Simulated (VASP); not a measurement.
An input for Quantum ESPRESSO's pw.x (written as the equivalent of a VASP run, and not itself run):

```
&CONTROL
  calculation = 'vc-relax'
  pseudo_dir = './pseudo'
  outdir = './out'
  tprnfor = .true.
  tstress = .true.
  nstep = 40
  forc_conv_thr = 0.00078
/
&SYSTEM
  ibrav = 0
  nat = 2
  ntyp = 2
  ecutwfc = 76
  occupations = 'smearing'
  smearing = 'gaussian'
  degauss = 0.003675
  input_dft = 'pbe'
/
&ELECTRONS
  conv_thr = 7.3e-08
  electron_maxstep = 100
/
&IONS
/
&CELL
  press = 450
/
ATOMIC_SPECIES
  B 10.810 B.upf
  P 30.974 P.upf
CELL_PARAMETERS angstrom
     0.0000000    2.1686014    2.1686014
     2.1686014    0.0000000    2.1686014
     2.1686014    2.1686014    0.0000000
ATOMIC_POSITIONS crystal
  B    0.0000000  0.0000000  0.0000000
  P    0.2500000  0.2500000  0.2500000
K_POINTS automatic
  10 10 10 0 0 0
```

### Question
Translate this input to VASP (INCAR, KPOINTS, POSCAR, choice of POTCAR).

### Answer
Several could match; the one computed here: 
File KPOINTS:
```
Automatic mesh
0
Gamma
10 10 10
0 0 0
```

POSCAR:
```
BP
1.0
  0.0000000000   2.1686013850   2.1686013850
  2.1686013850   0.0000000000   2.1686013850
  2.1686013850   2.1686013850   0.0000000000
B P
1 1
Cart
  0.0000000000   0.0000000000   0.0000000000
  1.0843006925   1.0843006925   1.0843006925
```

INCAR:
```
SYSTEM = BP
PREC = Accurate
ENCUT = 620
EDIFF = 1E-6
NELM = 100
ALGO = Normal
LREAL = .FALSE.
LASPH = .TRUE.
ISMEAR = 0
SIGMA = 0.05
GGA = PE
LWAVE = .FALSE.
LCHARG = .FALSE.
IBRION = 2
ISIF = 3
NSW = 40
EDIFFG = -0.02
PSTRESS = 450
```

POTCAR, in this order: B P (PBE.64 set). Program: vasp_std.

The two are equivalent in intent, not identical: the potentials are each code's own (VASP's PAW set, PseudoDojo norm-conserving files in pw.x), so ENCUT and ecutwfc are chosen apart and not converted; conv_thr bounds pw.x's estimated SCF error, while EDIFF bounds the energy change between steps; forc_conv_thr acts on force components and is met together with etot_conv_thr.

The compound is BP in the zinc blende structure. This run relaxes it under an external pressure of 45 GPa. Symmetry was kept, so distortions that lower it aren't found.
